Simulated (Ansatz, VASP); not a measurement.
# TlRu in two plane-wave programs

Wanted: the spread between two codes on one cell, functional and k mesh. The cell is generated by rule, not measured, and may not be a known phase. The cell is taken from a series of VASP runs on this material, whose earlier steps may have relaxed, scaled or displaced it; both programs get it as it stands.

Program: Ansatz 0.2.0. Level of theory: plane waves, with VASP 6.6.1 beside it; single point at PBE. Results are calculated unless marked as measured.

**1. Starting point**

It takes space group P6/mmm (No. 191, hexagonal). Conventional cell: a = 2.948 Å, b = 2.948 Å, c = 5.423 Å, α = 90.00°, β = 90.00°, γ = 120.00°. Tl has 2 Ru at 2.71 Å and 6 Tl at 2.95 Å nearest. Nearest to Ru lie 2 Tl at 2.71 Å and 6 Ru at 2.95 Å. Farther neighbours are not listed.

As a file:

```cif
data_structure
_symmetry_space_group_name_H-M 'P 1'
_symmetry_Int_Tables_number 1
_cell_length_a 2.9475
_cell_length_b 2.9475
_cell_length_c 5.4226
_cell_angle_alpha 90.000
_cell_angle_beta 90.000
_cell_angle_gamma 120.000
_cell_volume 40.80
loop_
_atom_site_label
_atom_site_type_symbol
_atom_site_fract_x
_atom_site_fract_y
_atom_site_fract_z
_atom_site_occupancy
Tl1 Tl 0.00000 0.00000 0.00000 1
Ru2 Ru 0.00000 0.00000 0.50000 1
```

**2. Ansatz: single point, PBE**

Ansatz runs on its default PAW (the set named soft_2) files.

With cell and atoms fixed, the geometry can't cause a difference; cores, projectors, grids and the points listed under the comparison can.

Input file input.yaml:

```yaml
crystal:
  lattice:
    - [2.9475169954, 9.0e-10, 0.0]
    - [-1.4737585011, 2.5526245963, 0.0]
    - [0.0, 0.0, 5.4225897799]
  atoms:
    - { symbol: Tl, position: [0.0, 0.0, 0.0] }
    - { symbol: Ru, position: [0.0, 0.0, 0.5] }
hamiltonian:
  xc: pbe
  pseudopotentials: { kind: paw }
kpoints:
  mp_grid: { grid: [10, 10, 5] }
scf:
  occupations: { method: fermi_dirac, width: 0.05 }
  n_extra_bands: 4
output:
  forces: true
  stress: true
  eigenvalues: true
  write_density: true
  write_potential: true
  elf: true
  volumetric_format: npy
```

Command:

```console
$ ansatz run input.yaml --threads 2 --pin off --max-ram 4608MiB --backend cpu --events-out ev --progress --plain --runs-dir out
```

Numbers of over 12 decimals in the logs are rounded to 6 here.

Output:

```text
Warning: crystal.lattice misses the space group found at crystal.symmetry.tolerance 1.0e-5 in a digit that the deck types, which is why this is a warning: making the lattice exact moves one of its numbers by a whole unit of that number's last typed decimal, or more. The operation that it misses by the most changes a squared length by the fraction 2.05e-9. The run uses the lattice that is a stretch of the typed one, with no rotation, onto the one that keeps every operation to a double's rounding (on a very oblique basis the stretch itself rounds by more); the deck's lattice vector that moved farthest moved by 1.56e-9 Å. [rest of the remark cut]
scf.n_extra_bands = 4 over 15 filled bands (N_el = 29.0): the run solves 19 bands
Engine: ansatz 0.2.0, aarch64-unknown-linux-gnu
Pseudopotentials: kind: paw
Pseudopotential: Tl, paw, valence charge 13, recommended cutoff 420 eV (normal), Tl.paw.azcp
Pseudopotential: Ru, paw, valence charge 16, recommended cutoff 420 eV (normal), Ru.paw.azcp
Functional definition: PBE
  parameter kappa = 0.804
  parameter beta = 0.066725
  exchange = pbe_x(kappa = kappa, mu = beta*pi^2/3)
  correlation = pbe_c(beta = beta)
Crystal: 2 atoms, lattice volume = 40.799 Å³
Basis set: ecut = 420 eV, 799 PW (Γ), exchange–correlation on 40×40×80 points (8 copies of the dense FFT grid, shifted against one another)
Bands: 19, of which v1, the nominal top of the filled ones, is band 15 counted from 1 (14 counted from 0)
Symmetry: 24 space group operations
Space group: P6/mmm (ITA 191), of the structure as read, at distance tolerance 3.4e-5 Å
k-points: 42 of 500
Non-local potential: Tl, projectors of the file, l = 0: 2, l = 1: 2, l = 2: 2, l = 3: 1
Non-local potential: Ru, projectors of the file, l = 0: 3, l = 1: 2, l = 2: 2, l = 3: 1
PAW form: soft (Blöchl's): semilocal exchange-correlation on the pseudo side does not see the compensation charge
PAW one-centre angular grid: Tl, 590 points (default); XC on 64 Gauss nodes
PAW one-centre angular grid: Ru, 590 points (default); XC on 64 Gauss nodes
Initial density: superposition of atomic densities (neutral atoms: chi_scale 0, normalization atom), corrected by the library's trained network
Initial wavefunctions: pseudopotential atomic-orbital guess
Functional: x = pbe(κ = 0.804, μ = 0.219515), c = pbe(β = 0.066725)
SCF iter   1: F=—  HF=-17320.495642 eV  |F-HF|=—  |Δ(HF+E_count)|=         —  Δρ=5.00e-3  dr2=9.64e-3  ethr=1.77e-3  ⟨swp⟩=5.7  Hψ=3730  notcnv=0
preconditioner: auto → Kerker (q_TF=auto, 2.577 Å⁻¹)  [metal: Δε(μ)=0.012 eV  Ē_g=11.211 eV  σ=0.050 eV  W_gap=0.06  n_scr=10 (ndim 8)  ℏωp=26.6 eV  f_vac=0.000  D(μ)=3.35/eV (n_scr^D=36)]
SCF iter   2: F=—  HF=-17320.495200 eV  |F-HF|=—  |Δ(HF+E_count)|=   4.42e-4  Δρ=2.75e-3  dr2=4.97e-3  ethr=3.32e-5  ⟨swp⟩=2.3  Hψ=1453  notcnv=0
SCF iter   3: F=—  HF=-17320.494236 eV  |F-HF|=—  |Δ(HF+E_count)|=   9.64e-4  Δρ=4.59e-4  dr2=2.60e-4  ethr=1.71e-5  ⟨swp⟩=1.3  Hψ=837  notcnv=0
SCF iter   4: F=—  HF=-17320.494184 eV  |F-HF|=—  |Δ(HF+E_count)|=   5.22e-5  Δρ=1.29e-4  dr2=1.59e-5  ethr=8.95e-7  ⟨swp⟩=1.9  Hψ=898  notcnv=0
SCF iter   5: F=—  HF=-17320.494177 eV  |F-HF|=—  |Δ(HF+E_count)|=   7.04e-6  Δρ=2.78e-5  dr2=1.66e-7  ethr=5.48e-8  ⟨swp⟩=2.1  Hψ=1030  notcnv=0
SCF iter   6: F=-17320.494177 eV  HF=-17320.494177 eV  |F-HF|=5.20e-9  |Δ(HF+E_count)|=   1.45e-8  Δρ=6.03e-6  dr2=1.47e-8  ethr=3.45e-10  ⟨swp⟩=8.1  Hψ=5113  notcnv=0
SCF 1 converged in 6 iterations: F = -17320.494177 eV  dr2 = 1.47e-8
  greatest PAW one-centre occupation: 0.998 electrons in one spin orbital (limit 2), on the Ru atom at site 1 (counted from 0), in its partial waves of l = 0
SCF converged after 6 iterations
Free energy (F): -17320.494177 eV
Harris-Foulkes:  -17320.494177 eV  (|F-HF|=5.20e-9)
Internal energy: -17320.466845 eV  (E = F + TS)
E sigma→0 (E₀):  -17320.480511 eV
Entropy (-TS):   -0.027332 eV (-13.666 meV/atom)
Fermi energy:    14.898172 eV
--- Per-component energies (eV) ---
  E_band       = -112.644863
  E_kinetic    = 848.649894
  E_local      = -2464.721678  (includes V_loc(G=0)·N_el)
  E_nonlocal   = 663.063664
  E_hartree    = 858.792029
  E_xc         = -419.466915
  E_vxc        = -379.086295  (∫ρ·V_xc dr)
  E_paw        = -13627.344630  (= ΣΔE_a)
  E_vpaw       = -498.131961  (= ΣTr[D̂ρ^β])
  E_aug_tail   = -0.000157  (compensation charges beyond the density's cutoff)
  E_ewald      = -3179.439054
  E_smearing   = -0.027332  (= −TS)
  E_closure    = -0.000000  (closes the sum)
  Σ components = -17320.494177   (vs F -17320.494177, Δ=0.00e0)
--- Forces (eV/Å), atoms counted from 1 ---
  atom   1  Tl     0.00000000    -0.00000000     0.00000000
  atom   2  Ru    -0.00000000    -0.00000000     0.00000000
  max |Σ_I F_I| component: 1.03e-32 eV/Å
--- Stress (GPa, compression-positive) ---
       -0.091536       0.000000       0.000000
        0.000000      -0.091536       0.000000
        0.000000       0.000000       2.078137
  P = ⅓ Tr σ = 0.6317 GPa (6.317 kbar)
--- Band table (eV; the first three rows and the last of 42) ---
  k-point 0: bands = [... 11 lower, 12.4790, 13.7567, 13.7567, 15.2821, 15.2821, 16.3666, 27.2799, 27.3834]
  k-point 1: bands = [... 11 lower, 12.1117, 13.7546, 13.7546, 15.2394, 15.2394, 17.5453, 25.6819, 27.3724]
  k-point 2: bands = [... 11 lower, 11.8778, 13.7512, 13.7512, 15.1714, 15.1714, 19.8818, 22.8561, 27.5504]
  k-point 41: bands = [... 11 lower, 13.0814, 13.2789, 13.6236, 13.7150, 16.1575, 17.6459, 19.4870, 21.1948]
```

The job ended after 2.2 s (2 threads of Arm Neoverse N1, shared host; peak memory 0.36 GiB; 3.8 s of CPU time).

The run ends at a pressure of 0.63 GPa.

**3. VASP: single point, PBE**

The same cell, functional, mesh and smearing now go to VASP, with its own data sets and cutoff.

Lines of VASP's logs that name or quote its potential files are left out, and so is its time.

Input file INCAR:

```
SYSTEM = TlRu
PREC = Accurate
ENCUT = 400
EDIFF = 1E-06
NELM = 100
ISMEAR = -1
SIGMA = 0.05
LREAL = .FALSE.
ALGO = Normal
GGA = PE
NBANDS = 19
LORBIT = 11
LWAVE = .FALSE.
LCHARG = .TRUE.
ISIF = 2
LELF = .TRUE.
LVHAR = .TRUE.
```

Input file POSCAR:

```
TlRu
1.0
    2.9475169954      0.0000000009      0.0000000000
   -1.4737585011      2.5526245963      0.0000000000
    0.0000000000      0.0000000000      5.4225897799
Tl Ru
1 1
Direct
    0.0000000000      0.0000000000      0.0000000000
    0.0000000000      0.0000000000      0.5000000000
```

Input file KPOINTS:

```
Automatic mesh
0
Gamma
10 10 5
0 0 0
```

The projector-augmented-wave data sets are Tl_d and Ru_pv (PBE family, release 64).

Command:

```console
$ mpirun -np 1 vasp_std
```

Output:

```text
[banner, memory and clock lines left out]
running    1 mpi-ranks, on    1 nodes
 distrk:  each k-point on    1 cores,    1 groups
 distr:  one band on    1 cores,    1 groups

 POSCAR found type information on POSCAR TlRu
 POSCAR found :  2 types and       2 ions
 LDA part: xc-table for (Slater+PW92), standard interpolation
 POSCAR, INCAR and KPOINTS ok, starting setup
 FFT: planning ... GRIDC
 FFT: planning ... GRID_SOFT
 FFT: planning ... GRID
 WAVECAR not read
 entering main loop
       N       E                     dE             d eps       ncg     rms          rms(c)
DAV:   1     0.167166525488E+03    0.16717E+03   -0.13770E+04  1700   0.113E+03
DAV:   2    -0.647029318606E+01   -0.17364E+03   -0.17056E+03  1669   0.331E+02
DAV:   3    -0.958152326688E+01   -0.31112E+01   -0.30823E+01  1802   0.458E+01
DAV:   4    -0.960613642655E+01   -0.24613E-01   -0.24600E-01  1893   0.410E+00
DAV:   5    -0.960659552874E+01   -0.45910E-03   -0.45907E-03  1783   0.529E-01    0.875E+00
DAV:   6    -0.919852955737E+01    0.40807E+00   -0.13176E+00  1713   0.904E+00    0.445E+00
DAV:   7    -0.915216709558E+01    0.46362E-01   -0.72523E-01  1632   0.373E+00    0.368E+00
DAV:   8    -0.911172126371E+01    0.40446E-01   -0.23254E-01  1716   0.284E+00    0.120E+00
DAV:   9    -0.910998100533E+01    0.17403E-02   -0.63547E-03  1824   0.754E-01    0.841E-02
DAV:  10    -0.910991653659E+01    0.64469E-04   -0.23927E-04  1793   0.119E-01    0.381E-02
DAV:  11    -0.910991480938E+01    0.17272E-05   -0.30078E-05  1892   0.444E-02    0.663E-03
DAV:  12    -0.910991482147E+01   -0.12091E-07   -0.11218E-06  1344   0.678E-03
   1 F= -.91099148E+01 E0= -.90961924E+01  d E =-.274449E-01
```

From OUTCAR (step 3):

```text
ion  position               nearest neighbor table
   1  0.000  0.000  0.000-   2 2.71   2 2.71
   2  0.000  0.000  0.500-   1 2.71   1 2.71

  LATTYP: Found a hexagonal cell.
 ALAT       =     2.9475169954
 C/A-ratio  =     1.8397145083

 Subroutine GETGRP returns: Found 24 space group operations
 (whereof 24 operations were pure point group operations)

The static configuration has the point symmetry D_6h.

 Found     42 irreducible k-points:

   k-points           NKPTS =     42   k-points in BZ     NKDIM =     42   number of bands    NBANDS=     19

   dimension x,y,z NGX =    20 NGY =   20 NGZ =   36
   dimension x,y,z NGXF=    40 NGYF=   40 NGZF=   72

   ENCUT  =  400.0 eV  29.40 Ry    5.42 a.u.   4.81  4.81  8.84*2*pi/ulx,y,z

   NELECT =      27.0000    total number of electrons

 k-points in reciprocal lattice and weights: Automatic mesh
   0.00000000  0.00000000  0.00000000       0.002
   0.10000000  0.00000000  0.00000000       0.012
   0.20000000  0.00000000  0.00000000       0.012
   0.30000000  0.00000000  0.00000000       0.012
   0.40000000  0.00000000  0.00000000       0.012
   0.50000000  0.00000000  0.00000000       0.006
   0.10000000  0.10000000  0.00000000       0.012
   0.20000000  0.10000000  0.00000000       0.024
   0.30000000  0.10000000  0.00000000       0.024
[...]
0.40000000  0.20000000  0.40000000       0.024
   0.30000000  0.30000000  0.40000000       0.024

 average (electrostatic) potential at core
       1 -81.3471       2 -70.5321

 E-fermi :   8.6521

 k-point     1 :       0.0000    0.0000    0.0000
  band No.  band energies     occupation
    ...
      9      -1.9320      2.00000
     10       4.8124      2.00000
     11       6.2369      2.00000
     12       7.5038      2.00000
     13       7.5038      2.00000
     14       9.0371      0.00091
     15       9.0371      0.00091
     16      10.1181      0.00000
     17      20.4413      0.00000
     18      21.0628      0.00000
    ...

 k-point     2 :       0.1000    0.0000    0.0000
  band No.  band energies     occupation
    ...
      9      -1.7435      2.00000
     10       5.0812      2.00000
     11       6.3935      2.00000
     12       7.3621      2.00000
     13       7.7007      2.00000
     14       8.9888      0.00238
     15       9.0492      0.00071
     16      10.1681      0.00000
     17      20.2017      0.00000
     18      20.4416      0.00000
    ...

 k-point     3 :       0.2000    0.0000    0.0000
  band No.  band energies     occupation
    ...
      9      -1.0766      2.00000
     10       5.6977      2.00000
     11       6.6482      2.00000
     12       7.1728      2.00000
     13       8.2516      1.99934
     14       8.8653      0.02775
     15       9.2918      0.00001
     16      10.3248      0.00000
     17      16.5563      0.00000
     18      20.0934      0.00000
    ...

  Total       -0.1210710     -0.1210710      0.4661956      0.0000000      0.0000000     -0.0000000
  in kB       -4.7544542     -4.7544542     18.3074856      0.0000000      0.0000000     -0.0000000
  external PRESSURE =       2.9328590 kB  Pullay stress =       0.0000000 kB

  energy-cutoff  :      400.00
  volume of cell :       40.80
      direct lattice vectors                 reciprocal lattice vectors
     2.947516995  0.000000001  0.000000000     0.339268612  0.195876825  0.000000000
    -1.473758501  2.552624596  0.000000000    -0.000000000  0.391753649  0.000000000
     0.000000000  0.000000000  5.422589780     0.000000000  0.000000000  0.184413729

 POSITION                                       TOTAL-FORCE (eV/Angst)
 -----------------------------------------------------------------------------------
      0.00000      0.00000      0.00000         0.000000      0.000000      0.000000
      0.00000      0.00000      2.71129        -0.000000      0.000000      0.000000
 -----------------------------------------------------------------------------------
    total drift:                               -0.000000      0.000000      0.000000

  FREE ENERGIE OF THE ION-ELECTRON SYSTEM (eV)
  ---------------------------------------------------
  free  energy   TOTEN  =        -9.1099148215 eV

  energy  without entropy=       -9.0824698941  energy(sigma->0) =       -9.09619236

 total charge
# of ion       s       p       d       tot
------------------------------------------
    1        1.133   0.607   9.668  11.409
    2        0.302   6.124   5.942  12.368
--------------------------------------------------
tot          1.435   6.732  15.610  23.777

[... 3 further parts left out ...]
```

The run ends at a pressure of 0.29 GPa.

**4. Side by side**

Known differences besides the potentials themselves: the data sets hold 29 valence electrons in Ansatz (default PAW (the set named soft_2) files) and 27 in VASP; the cutoff is 420 eV in Ansatz and 400 eV in VASP; VASP leaves aspherical gradient terms in its spheres out (LASPH is not set), Ansatz keeps them. Total energies have different zeros and are not compared.

Compared:

```csv
quantity,Ansatz,VASP,difference
pressure (GPa),0.63,0.29,+0.34
pressure without Ansatz's Pulay correction (GPa),0.57,0.29,+0.28
```

Ansatz's pressure holds a Pulay correction of 0.06 GPa; VASP's holds none.

**5. Outcome**

```yaml
difference_in_pressure_single_point_pbe: 0.34 GPa
```

**Reading.** The difference in pressure is 0.34 GPa (single point, PBE), within the 1 GPa picked in this series as the mark of a large difference. Such differences can come from data sets, numerical settings and the points named under the comparisons, not from the functional's error against experiment.

[Lines on the potential files, build, host, timing and source positions are cut from VASP's logs without a mark.]

[Logs are printed without paths, hosts, clocks, repeated set-up lines and the standing remarks that a program may print on its own settings, such as how far it seeks lower states.]

[Hosts, paths, dates, database ids (printed as entryN), source tags and the programs' standing remarks are cut or masked in the printed files.]
